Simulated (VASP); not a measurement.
Calculation: PBEsol GGA, VASP's PBE PAW potentials (set 64) (plane waves; VASP).

Input for VASP

File POSCAR:
```
Se
6.6823610
  0.8660253464   0.4999999252   0.2470324486
 -0.8660253464   0.4999999252   0.2470324486
  0.0000000000  -1.0000000000   0.2470324486
Se
6
Cartesian
  0.1067203034   0.6947948821   0.4119957771
 -0.1067203034  -0.6947950318   0.3291015686
 -0.6550702323  -0.2549750705   0.4119957771
  0.6550702323   0.2549749208   0.3291015686
  0.5483499289  -0.4398200613   0.4119957771
 -0.5483499289   0.4398199116   0.3291015686
```

KPOINTS_OPT:
```
k-points along high-symmetry lines
12
Line-mode
Reciprocal
  0.000000   0.000000   0.000000 ! GAMMA
  0.500000   0.000000   0.000000 ! L

  0.500000   0.000000   0.000000 ! L
  0.500000  -0.500000   0.500000 ! T

  0.500000  -0.500000   0.500000 ! T
  0.207350  -0.792650   0.207350 ! P_0

  0.207350   0.207350   0.207350 ! P_2
  0.000000   0.000000   0.000000 ! GAMMA

  0.000000   0.000000   0.000000 ! GAMMA
  0.500000  -0.500000   0.000000 ! F
```

### INCAR
```
! general
SYSTEM =Se
PREC   =Accurate
ENCUT  =300
LREAL  =.False.
LASPH  =.True.

! electronic loop
EDIFF  =1E-6   ! SCF stop (eV)
NELM   =100
ALGO   =Normal
LMAXMIX=4   ! l cut-off of mixed one-centre charges

! smearing
ISMEAR =-1
SIGMA  =0.01

! functional
GGA    =PS   ! PBEsol

! ions
ISIF   =2

! output
LWAVE  =.False.
LCHARG =.False.
```

KPOINTS:
```
Automatic mesh
0
Gamma
3 3 3
0 0 0
```

POTCAR, in this order: Se (PBE.64 set). Program: vasp_std.

Q: What will the output report for the number of irreducible k-points (NKPTS), largest plane-wave count, number of space-group operations, FFT grid (NGX, NGY, NGZ)?

A: 
```
Quantity                                      Result
--------------------------------------  ------------
number of irreducible k-points (NKPTS)             6
largest plane-wave count                        2281
number of space-group operations                   6
FFT grid (NGX, NGY, NGZ)                40 × 40 × 40
```

The structure comes from a computed database's Se entry (R-3); how it stands against other phases isn't given here. The cell was not relaxed at this level. The k-mesh is coarse (spacing up to 0.47 per Å, 2π included), so the numbers may not be converged in it.
